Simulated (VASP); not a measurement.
Input of a VASP 6.6.1 run:

INCAR

```
SYSTEM = InBiO4
ALGO = Normal
EDIFF = 1E-6
ENCUT = 520
ISIF = 2
ISMEAR = 0
KPAR = 4
LASPH = .TRUE.
LCHARG = .FALSE.
LMIXTAU = .TRUE.
LREAL = .FALSE.
LWAVE = .FALSE.
METAGGA = R2SCAN
NBANDS = 35
NELM = 150
PREC = Accurate
SIGMA = 0.1
```

File KPOINTS:

```
k-points
0
G
  8 8 6
  0 0 0
```

The input POSCAR:

```
InBiO4                                  
1.0
    3.7565963237      0.0000000000     -0.0000000000
    0.0000000000      3.7565963237     -0.0000000000
   -0.0000000000     -0.0000000000      5.3348149264
  In              Bi              O             
     1     1     4
Direct
     1.0000000000000000    0.0000000000000000    0.5000000000000000
     0.5000000000000000    0.5000000000000000    0.0000000000000000
     1.0000000000000000    0.5000000000000000    0.7538104308589507
     0.5000000000000000    0.0000000000000000    0.2461895691410493
     1.0000000000000000    0.5000000000000000    0.2461895691410493
     0.5000000000000000    1.0000000000000000    0.7538104308589507
```

Potentials or basis: VASP PAW PBE potentials, release 64 (In_d, Bi_d, O).

The run is started by

```sh
$ cat potpaw_PBE.64/In_d/POTCAR potpaw_PBE.64/Bi_d/POTCAR potpaw_PBE.64/O/POTCAR > POTCAR
$ mpirun -np 4 vasp_std > vasp.out
```

(1) What does it give for the largest force?

(2) What does it give for the band gap on the k mesh?

(3) Estimate the pressure.

## Answers

(1) 0.070 eV/Å.

(2) none (metal or under the smearing width).

(3) -6.6 GPa.

Caveat: the PAW data sets were made with another functional, which shifts forces and pressure a little; spin-orbit coupling is left out, which moves the levels of the heavy elements.
